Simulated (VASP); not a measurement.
## Be2Al5: single point with PBE

Be2Al5:

```
CELL_PARAMETERS angstrom
6.41056 0.00000 0.00000
0.00000 6.41056 0.00000
0.00000 0.00000 2.68806
ATOMIC_POSITIONS crystal
Be 0.50170 0.99379 0.99622
Be 0.00794 0.49708 0.00079
Al 0.78647 0.78419 0.49439
Al 0.21215 0.20791 0.48860
Al 0.20885 0.78734 0.51634
Al 0.79077 0.20699 0.48548
Al 0.50646 0.49893 0.50386
```

The cell was built by a generator and needn't be a form met in nature.

The cell isn't the ideal one: atoms moved at random, drawn with an rms of 0.05 Å.

```
Program                : VASP 6.6.1
Task                   : single point
Functional             : PBE
Potentials or basis    : VASP PAW PBE potentials, release 64 (Be, Al)
Cutoff                 : 520 eV
k mesh                 : 4 × 4 × 10
Occupations            : fermi-dirac, width 0.05 eV
Spin                   : no spin polarisation
Further INCAR settings : ALGO = Normal; EDIFF = 1e-07; NBANDS = 18
```

```yaml
Pressure: 0.2 GPa
Largest_force: 0.430 eV/Å
Band_gap_on_the_k_mesh: none (metal or under the smearing width)
```

Forces on the atoms (eV/Å):
```
Be  -0.039  0.023 -0.008
Be  -0.042 -0.012 -0.017
Al   0.336  0.268 -0.007
Al  -0.015 -0.067  0.004
Al  -0.072  0.068 -0.021
Al   0.138 -0.159  0.000
Al  -0.307 -0.122  0.049
```

Stress tensor (GPa, compression positive):
```
-0.69  0.38 -0.08
 0.38 -0.60  0.07
-0.08  0.07  1.95
```

Levels at points of the mesh, in eV from the Fermi level:
```csv
k point,band 7,band 8,band 9,band 10,band 11,band 12
"(0.00, 0.00, 0.00)",-3.96,-3.73,-2.49,2.12,2.15,3.66
"(0.50, 0.00, 0.00)",-2.99,-2.47,-0.09,0.64,0.88,0.97
"(0.00, 0.50, 0.00)",-3.00,-2.47,-0.11,0.66,0.88,0.97
"(0.50, 0.50, 0.00)",-2.06,-2.01,-1.89,-1.45,-1.13,-1.11
"(0.00, 0.00, 0.50)",-2.16,-2.14,-1.46,-0.97,0.33,0.52
"(0.50, 0.00, 0.50)",-1.78,-1.48,-1.36,-1.29,-0.95,-0.21
"(0.00, 0.50, 0.50)",-1.78,-1.49,-1.35,-1.28,-0.94,-0.21
"(0.50, 0.50, 0.50)",-3.45,-3.44,1.13,1.39,1.40,1.47
```

Wall time 71 s on 1 thread of Intel(R) Xeon(R) 6975P-C (Granite Rapids), on a shared host, peak memory 0.28 GiB.
